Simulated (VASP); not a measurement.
The system is Be3Se2S.

```xyz
6
Lattice="4.9004 0.0000 0.0000 0.0000 4.9004 0.0000 0.0000 0.0000 4.9193" Properties=species:S:1:pos:R:3 pbc="T T T"
Be    0.0000    0.0000    0.4263
Be    2.4502    2.4502    0.5911
Be    2.4502    2.4502    3.3861
Se    2.4502    0.0000    4.4289
Se    0.0000    2.4502    4.4289
S     0.0000    0.0000    3.5838
```

The cell was built by a generator and needn't be a form met in nature.

| Item | Value |
| --- | --- |
| Program | VASP 6.6.1 |
| Task | relaxation of cell and atoms |
| Functional | PBE |
| Potentials or basis | VASP PAW PBE potentials, release 64 (Be, Se, S) |
| Cutoff | 520 eV |
| k mesh | 3 × 3 × 3 |
| Occupations | gaussian, width 0.15 eV |
| Spin | no spin polarisation |

At the start: pressure 1.5 GPa; volume 19.69 Å³/atom.

Q: How do energy, volume and symmetry change on relaxing?

A: Over 20 steps the energy falls by 527.6 meV/atom and the volume is 16.09 Å³/atom (-18.3 %); space group P4mm (No. 99, to 0.05 Å).

The path:
| step | energy change (eV) | largest force (eV/Å) | pressure (GPa) | volume (Å³) |
| --- | --- | --- | --- | --- |
| 1 | 0.0000 | 5.4094 | 1.51 | 118.13 |
| 2 | -1.1487 | 1.0513 | -8.08 | 121.31 |
| 3 | -1.1651 | 0.9025 | -8.55 | 121.75 |
| 4 | -2.3336 | 1.1327 | -4.67 | 104.67 |
| 5 | -2.6759 | 0.8002 | 2.53 | 93.00 |
| 6 | -2.6767 | 0.8291 | 1.88 | 93.72 |
| 7 | -2.8463 | 0.6234 | 2.33 | 93.57 |
| 8 | -2.8572 | 1.2640 | 3.07 | 93.45 |
| 9 | -2.9735 | 1.0039 | -0.72 | 98.55 |
| 10 | -2.9736 | 1.0093 | -0.80 | 98.47 |
| 11 | -3.0321 | 0.2956 | -0.92 | 97.96 |
| 12 | -3.0340 | 0.5009 | -0.84 | 97.80 |
| 13 | -3.0581 | 0.5213 | 0.37 | 95.99 |
| 14 | -3.0616 | 0.5222 | 1.37 | 94.66 |
| 15 | -3.0804 | 0.4279 | 1.47 | 94.67 |
| 16 | -3.1125 | 0.4166 | 1.45 | 94.70 |
| 17 | -3.1422 | 0.2979 | 0.46 | 95.94 |
| 18 | -3.1563 | 0.1918 | -0.72 | 97.48 |
| 19 | -3.1637 | 0.1077 | -0.46 | 97.00 |
| 20 | -3.1659 | 0.0469 | -0.18 | 96.54 |

Final structure:
```cif
data_structure
_symmetry_space_group_name_H-M 'P 1'
_symmetry_Int_Tables_number 1
_cell_length_a 4.7461
_cell_length_b 4.7461
_cell_length_c 4.2859
_cell_angle_alpha 90.000
_cell_angle_beta 90.000
_cell_angle_gamma 90.000
_cell_volume 96.54
loop_
_atom_site_label
_atom_site_type_symbol
_atom_site_fract_x
_atom_site_fract_y
_atom_site_fract_z
_atom_site_occupancy
Be1 Be 0.00000 0.00000 0.04675 1
Be2 Be 0.50000 0.50000 0.17541 1
Be3 Be 0.50000 0.50000 0.66444 1
Se1 Se 0.50000 0.00000 0.00101 1
Se2 Se 0.00000 0.50000 0.00101 1
S1 S 0.00000 0.00000 0.53562 1
```

Caveat: the k mesh is coarse (spacing up to 0.43 Å⁻¹), so the values aren't converged; the volume moved by over 15 % at a fixed basis, so the end points are rough.
